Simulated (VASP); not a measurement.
BeZn2Se3:

```
Be Zn Se
1.0
     3.78614    0.00000    0.00000
     0.00000    3.78614    0.00000
     0.00000    0.00000    8.35258
Be Zn Se
1 2 3
Direct
  0.50000 0.50000 0.00000
  0.50000 0.00000 0.73919
  0.00000 0.50000 0.26081
  0.50000 0.00000 0.38377
  0.00000 0.50000 0.61623
  0.00000 0.00000 0.00000
```

The cell was built by a generator and needn't be a form met in nature.

```yaml
Program: VASP 6.6.1
Task: relaxation of cell and atoms
Functional: PBE
Potentials_or_basis: VASP PAW PBE potentials, release 64 (Be, Zn, Se)
Cutoff: 520 eV
k_mesh: 4 × 4 × 2
Occupations: gaussian, width 0.15 eV
Spin: no spin polarisation
```

At the start: pressure -6.0 GPa; volume 19.96 Å³/atom.

Problem. Where does the relaxation end?

Solution. Over 12 steps the energy falls by 266.4 meV/atom and the volume is 23.68 Å³/atom (+18.6 %); space group P-4m2 (No. 115, to 0.05 Å).

The path:
```csv
step,energy change (eV),largest force (eV/Å),pressure (GPa),volume (Å³)
1,0.0000,0.7066,-6.02,119.73
2,-0.4272,0.5893,0.00,107.16
3,-0.4368,0.5993,2.31,103.73
4,-0.6361,0.6575,3.12,104.27
5,-0.9186,0.5440,5.12,104.92
6,-0.9276,0.3553,12.93,105.36
7,-1.0737,0.1283,7.90,105.28
8,-1.1975,0.0771,7.19,107.87
9,-1.4381,0.0516,3.93,115.79
10,-1.5881,0.0654,0.98,132.21
11,-1.5984,0.0621,1.14,135.46
12,-1.5984,0.0778,-0.21,142.06
```

Final structure:
```
Be Zn Se
1.0
     3.48773    0.00000    0.00000
     0.00000    3.48773    0.00000
     0.00000    0.00000   11.67842
Be Zn Se
1 2 3
Direct
  0.50000 0.50000 0.00000
  0.50000 0.00000 0.69516
  0.00000 0.50000 0.30484
  0.50000 0.00000 0.33438
  0.00000 0.50000 0.66563
  0.00000 0.00000 0.00000
```

Caveat: the k mesh is coarse (spacing up to 0.41 Å⁻¹), so the values aren't converged; the volume moved by over 15 % at a fixed basis, so the end points are rough.
